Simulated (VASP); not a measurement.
ZnCuCl6:

```
Cu Cl Zn
1.0
     3.10059    5.37037    0.00000
    -3.10059    5.37037    0.00000
     0.00000   -3.58024    5.61399
Cu Cl Zn
1 6 1
Direct
  0.50000 0.50000 0.50000
  0.23900 0.61900 0.76000
  0.90200 0.23900 0.76000
  0.61900 0.90200 0.76000
  0.76100 0.38100 0.24000
  0.09800 0.76100 0.24000
  0.38100 0.09800 0.24000
  0.00000 0.00000 0.00000
```

The cell was built by a generator and needn't be a form met in nature.

Base run:

* Program: VASP 6.6.1
* Functional: PBEsol
* Dispersion: D3(BJ)
* Potentials or basis: VASP PAW PBE potentials, release 64 (Cu, Cl, Zn)
* Cutoff: 520 eV
* k mesh: 4 × 4 × 4
* Occupations: fermi-dirac, width 0.1 eV
* Spin: no spin polarisation

Its results: band gap on the k mesh none (metal or under the smearing width); pressure -4.3 GPa; largest force 1.035 eV/Å.

Task: The run is repeated on the same cell with these changes: dispersion from D3(BJ) to none; further incar settings from ALGO = Normal; EDIFF = 1e-07; NBANDS = 42 to ALGO = Normal; EDIFF = 1e-06; NBANDS = 42. What comes out?

Result: Band gap on the k mesh none (metal or under the smearing width); pressure -3.1 GPa; largest force 1.033 eV/Å.

Caveats: the PAW data sets were made with another functional, which shifts forces and pressure a little; an odd number of electrons without spin polarisation forces a metal; a magnetic or distorted state may lie lower; the run has no spin polarisation, though such a crystal can be magnetic; semilocal functionals often make such compounds metallic where correlation or magnetic order opens a gap, which also shifts bond lengths; pairwise dispersion overbinds metals, which lowers pressure and volume (some runs).
